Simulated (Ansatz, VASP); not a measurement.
# CoSi2 in two plane-wave programs

Wanted: the spread between two codes on one cell, functional and k mesh. The cell is taken from a series of VASP runs on this material, whose earlier steps may have relaxed, scaled or displaced it; both programs get it as it stands.

Method: plane waves, with VASP 6.6.1 beside it; relaxation of cell and atoms at LDA and relaxation of cell and atoms at r2SCAN with rVV10, in Ansatz 0.2.0.

### 1. The starting structure

Symmetry: Fm-3m, No. 225, cubic system. The conventional cell has a = 5.276 Å, b = 5.276 Å, c = 5.276 Å, α = 90.00°, β = 90.00°, γ = 90.00°. Nearest to Co lie 8 Si at 2.28 Å. Si has 4 Co at 2.28 Å nearest. Farther neighbours are not listed.

### 2. VASP: relaxation of cell and atoms, LDA

The relaxed volume is the usual yardstick between codes: its relative difference is about their pressure difference at one cell divided by the bulk modulus.

Lines of VASP's logs that name or quote its potential files are left out, and so is its time.

INCAR reads:

```
SYSTEM = CoSi2
PREC = Accurate
ENCUT = 450
EDIFF = 1E-06
NELM = 100
ISMEAR = 0
SIGMA = 0.05
LREAL = .FALSE.
ALGO = Normal
GGA = CA
NBANDS = 16
ISPIN = 2
MAGMOM = 0 0 0
LASPH = .TRUE.
LMAXMIX = 4
LORBIT = 11
LWAVE = .FALSE.
LCHARG = .FALSE.
KPAR = 4
IBRION = 2
NSW = 50
ISIF = 3
EDIFFG = -0.006
```

POSCAR reads:

```
CoSi2
1.0
    0.0000000000      2.6377980453      2.6377980453
    2.6377980453      0.0000000000      2.6377980453
    2.6377980453      2.6377980453      0.0000000000
Co Si
1 2
Direct
    0.0000000000      0.0000000000      0.0000000000
    0.7500000000      0.7500000000      0.7500000000
    0.2500000000      0.2500000000      0.2500000000
```

KPOINTS reads:

```
Automatic mesh
0
Gamma
12 12 12
0 0 0
```

The projector-augmented-wave data sets are Co and Si (LDA family, release 64).

The run is started by

```bash
$ mpirun -np 4 vasp_std
```

Numbers of over 12 decimals in the logs are rounded to 6 here.

What it wrote:

```text
[banner, memory and clock lines left out]
running    4 mpi-ranks, on    1 nodes
 distrk:  each k-point on    1 cores,    4 groups
 distr:  one band on    1 cores,    1 groups

 POSCAR found type information on POSCAR CoSi
 POSCAR found :  2 types and       3 ions
 LDA part: xc-table for (Slater(with rela. corr.)+CA(PZ))
 , standard interpolation
 POSCAR, INCAR and KPOINTS ok, starting setup
 FFT: planning ... GRIDC
 FFT: planning ... GRID_SOFT
 FFT: planning ... GRID
 WAVECAR not read
 entering main loop
       N       E                     dE             d eps       ncg     rms          rms(c)
DAV:   1     0.534972218002E+02    0.53497E+02   -0.61944E+03  4656   0.918E+02
DAV:   2    -0.204166423158E+02   -0.73914E+02   -0.65915E+02  5144   0.192E+02
DAV:   3    -0.233024699077E+02   -0.28858E+01   -0.28414E+01  6016   0.425E+01
DAV:   4    -0.233538435763E+02   -0.51374E-01   -0.51354E-01  5480   0.556E+00
DAV:   5    -0.233554788298E+02   -0.16353E-02   -0.16352E-02  6072   0.102E+00    0.148E+01
DAV:   6    -0.260493349841E+02   -0.26939E+01   -0.20856E+01  4912   0.976E+01    0.159E+01
DAV:   7    -0.220053083639E+02    0.40440E+01   -0.96784E+00  5816   0.771E+01    0.373E+00
DAV:   8    -0.219628665600E+02    0.42442E-01   -0.57714E-01  5024   0.444E+00    0.181E+00
DAV:   9    -0.219312256414E+02    0.31641E-01   -0.80882E-02  5920   0.560E+00    0.495E-01
DAV:  10    -0.219311074405E+02    0.11820E-03   -0.64532E-03  6272   0.121E+00    0.155E-01
DAV:  11    -0.219308994020E+02    0.20804E-03   -0.85628E-04  5864   0.550E-01    0.353E-02
DAV:  12    -0.219309010607E+02   -0.16587E-05   -0.42979E-05  5824   0.525E-02    0.136E-02
DAV:  13    -0.219309002805E+02    0.78024E-06   -0.34810E-06  5472   0.316E-02
   1 F= -.21930900E+02 E0= -.21930297E+02  d E =-.219309E+02  mag=    -0.0000
 curvature:   0.00 expect dE= 0.000E+00 dE for cont linesearch  0.000E+00
 trial: gam= 0.00000 g(F)=  0.801E-45 g(S)=  0.236E-05 ort = 0.000E+00 (trialstep = 0.100E+01)
 search vector abs. value=  0.236E-05
 reached required accuracy - stopping structural energy minimisation
```

Parts of OUTCAR (step 2):

```text
ion  position               nearest neighbor table
   1  0.000  0.000  0.000-   2 2.28   2 2.28   2 2.28   3 2.28   3 2.28   3 2.28   3 2.28   2 2.28

  LATTYP: Found a face centered cubic cell.
 ALAT       =     5.2755960906

 Subroutine GETGRP returns: Found 48 space group operations
 (whereof 48 operations were pure point group operations)

The static configuration has the point symmetry O_h .

 Found     72 irreducible k-points:

   k-points           NKPTS =     72   k-points in BZ     NKDIM =     72   number of bands    NBANDS=     16

   dimension x,y,z NGX =    28 NGY =   28 NGZ =   28
   dimension x,y,z NGXF=    56 NGYF=   56 NGZF=   56

   ENCUT  =  450.0 eV  33.07 Ry    5.75 a.u.   6.45  6.45  6.45*2*pi/ulx,y,z

   NELECT =      17.0000    total number of electrons

 k-points in reciprocal lattice and weights: Automatic mesh
   0.00000000  0.00000000  0.00000000       0.001
   0.08333333  0.00000000  0.00000000       0.005
   0.16666667  0.00000000  0.00000000       0.005
   0.25000000  0.00000000  0.00000000       0.005
   0.33333333  0.00000000  0.00000000       0.005
   0.41666667  0.00000000  0.00000000       0.005
   0.50000000  0.00000000  0.00000000       0.002
   0.08333333  0.08333333  0.00000000       0.003
   0.16666667  0.08333333  0.00000000       0.014
[...]
-0.33333333  0.50000000  0.16666667       0.007
  -0.25000000  0.50000000  0.25000000       0.003

 average (electrostatic) potential at core
       1 -77.4933       2 -80.3615       3 -80.3615

 E-fermi :  10.6093

 spin component 1
 k-point     1 :       0.0000    0.0000    0.0000
  band No.  band energies     occupation
    ...
      2       6.3211      1.00000
      3       6.3211      1.00000
      4       6.3211      1.00000
      5       8.5555      1.00000
      6       8.5555      1.00000
      7      11.7477      0.00000
      8      14.1035      0.00000
      9      14.1035      0.00000
     10      14.1035      0.00000
     11      14.2163      0.00000
    ...

 k-point     2 :       0.0833    0.0000    0.0000
  band No.  band energies     occupation
    ...
      2       6.0768      1.00000
      3       6.3602      1.00000
      4       6.3602      1.00000
      5       8.5224      1.00000
      6       8.5224      1.00000
      7      11.7544      0.00000
      8      12.7342      0.00000
      9      13.3876      0.00000
     10      13.3876      0.00000
     11      14.9742      0.00000
    ...

 k-point     3 :       0.1667    0.0000    0.0000
  band No.  band energies     occupation
    ...
      2       5.4126      1.00000
      3       6.4672      1.00000
      4       6.4672      1.00000
      5       8.4502      1.00000
      6       8.4502      1.00000
      7      10.8040      0.00000
      8      12.6372      0.00000
      9      12.6372      0.00000
     10      12.6940      0.00000
     11      15.1352      0.00000
    ...

 k-point     4 :       0.2500    0.0000    0.0000
  band No.  band energies     occupation
    ...
      3       6.6087      1.00000
      4       6.6087      1.00000
      5       8.4105      1.00000
      6       8.4105      1.00000
      7       9.6880      1.00000
      8      11.8652      0.00000
      9      11.8652      0.00000
     10      13.1433      0.00000
     11      14.6943      0.00000
     12      14.6943      0.00000
    ...

 k-point     5 :       0.3333    0.0000    0.0000
  band No.  band energies     occupation
    ...
      3       6.7319      1.00000
      4       6.7319      1.00000
      5       8.4857      1.00000
      6       8.4857      1.00000
      7       8.8983      1.00000
      8      11.1053      0.00000
      9      11.1053      0.00000
     10      13.4009      0.00000
     11      14.3923      0.00000
     12      14.3923      0.00000
    ...

 k-point     6 :       0.4167    0.0000    0.0000
  band No.  band energies     occupation
    ...
      5       8.4464      1.00000
      6       8.6929      1.00000
      7       8.6929      1.00000
      8      10.4585      0.99999
      9      10.4585      0.99999
     10      13.4257      0.00000
     11      14.2332      0.00000
     12      14.2332      0.00000
     13      15.2707      0.00000
     14      20.2310      0.00000
    ...

  Total       -0.0069876     -0.0069876     -0.0069876      0.0000000      0.0000000     -0.0000000
  in kB       -0.3049880     -0.3049880     -0.3049880      0.0000000      0.0000000     -0.0000000
  external PRESSURE =      -0.3049880 kB  Pullay stress =       0.0000000 kB

  energy-cutoff  :      450.00
  volume of cell :       36.71
      direct lattice vectors                 reciprocal lattice vectors
     0.000000000  2.637798045  2.637798045    -0.189552040  0.189552040  0.189552040
     2.637798045  0.000000000  2.637798045     0.189552040 -0.189552040  0.189552040
     2.637798045  2.637798045  0.000000000     0.189552040  0.189552040 -0.189552040

 POSITION                                       TOTAL-FORCE (eV/Angst)
 -----------------------------------------------------------------------------------
      0.00000      0.00000      0.00000         0.000000      0.000000     -0.000000
      3.95670      3.95670      3.95670         0.000000      0.000000      0.000000
      1.31890      1.31890      1.31890        -0.000000     -0.000000     -0.000000
 -----------------------------------------------------------------------------------
    total drift:                               -0.000000     -0.000000      0.000000

  FREE ENERGIE OF THE ION-ELECTRON SYSTEM (eV)
  ---------------------------------------------------
  free  energy   TOTEN  =       -21.9309002805 eV

  energy  without entropy=      -21.9296939482  energy(sigma->0) =      -21.93029711

 reached required accuracy - stopping structural energy minimisation

 total charge
# of ion       s       p       d       tot
------------------------------------------
    1        0.569   0.772   7.667   9.007
    2        0.723   0.909   0.000   1.632
    3        0.723   0.909   0.000   1.632
--------------------------------------------------
tot          2.015   2.590   7.667  12.271

 magnetization (x)
# of ion       s       p       d       tot
------------------------------------------
    1       -0.000  -0.000  -0.000  -0.000
    2        0.000   0.000   0.000   0.000
    3        0.000   0.000   0.000   0.000
--------------------------------------------------
tot         -0.000   0.000  -0.000  -0.000

[... 1 further part left out ...]
```

CONTCAR:

```
CoSi2
   1.00000000000000
     0.0000000000000000    2.6377980452999998    2.6377980452999998
     2.6377980452999998    0.0000000000000000    2.6377980452999998
     2.6377980452999998    2.6377980452999998    0.0000000000000000
  Co              Si
     1     2
Direct
     0.0000000000000000    0.0000000000000000    0.0000000000000000
     0.7500000000000000    0.7500000000000000    0.7500000000000000
     0.2500000000000000    0.2500000000000000    0.2500000000000000
```

This run allows spin, but its moments start at zero, where symmetry between the spins tends to hold them, although Co can carry a moment. Its electron count is odd, so without a moment it is a metal by construction.

[end of part 1 of 2]

[Lines on the potential files, build, host, timing and source positions are cut from VASP's logs without a mark.]

[Logs are printed without paths, hosts, clocks, repeated set-up lines and the standing remarks that a program may print on its own settings, such as how far it seeks lower states.]

[Hosts, paths, dates, database ids (printed as entryN), source tags and the programs' standing remarks are cut or masked in the printed files.]
